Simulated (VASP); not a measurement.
An input for Ansatz (written as the equivalent of a VASP run, and not itself run):

Ansatz 0.2 input:
```yaml
crystal:
  lattice:
    - [1.7777880, -3.0792190, 0.0000000]
    - [1.7777880, 3.0792190, 0.0000000]
    - [0.0000000, 0.0000000, 5.5744200]
  atoms:
    - { symbol: Tm, position: [0.3333330, 0.6666670, 0.2500000], spin: 2 }
    - { symbol: Tm, position: [0.6666670, 0.3333330, 0.7500000], spin: 2 }
kpoints:
  mp_grid: { grid: [7, 7, 4] }
hamiltonian:
  xc: pbe
  pseudopotentials: { kind: paw }
magnetization: { spin_polarized: true }
scf:
  occupations: { method: fermi_dirac, width: 0.136 }
  max_iter: 100
output: { forces: true, stress: true, eigenvalues: true }
```

Write the VASP files for the same calculation (PBE).

Several could match; the one computed here: 
**KPOINTS**
```
Automatic mesh
0
Gamma
7 7 4
0 0 0
```

INCAR:
```
! general
SYSTEM   =  Tm
PREC     =  Accurate
ENCUT    =  300
LREAL    =  .False.
LASPH    =  .True.

! electronic loop
EDIFF    =  1E-6
NELM     =  100
ALGO     =  Normal
LMAXMIX  =  6

! smearing
ISMEAR   =  -1
SIGMA    =  0.136

! functional
GGA      =  PE

! spin
ISPIN    =  2
MAGMOM   =  2*2.0

! ions
ISIF     =  2

! output
LWAVE    =  .False.
LCHARG   =  .False.
LORBIT   =  11
```

**POSCAR**
```
Tm
3.5555760
  0.5000000000  -0.8660253641   0.0000000000
  0.5000000000   0.8660253641   0.0000000000
  0.0000000000   0.0000000000   1.5677966102
Tm
2
Cart
  0.5000000000   0.2886756987   0.3919491525
  0.5000000000  -0.2886756987   1.1758474576
```

POTCAR, in this order: Tm (PBE.64 set). Program: vasp_std.

Limits of the translation: each code has its own PAW files, so the cut-off isn't converted (ENCUT is set for VASP's; basis.ecutwfc is left out, and Ansatz then takes the one that its files recommend); Ansatz stops its SCF on the density residual and VASP on the energy change (EDIFF).

The structure is a typed Tm crystal. The cell was not relaxed at this level.
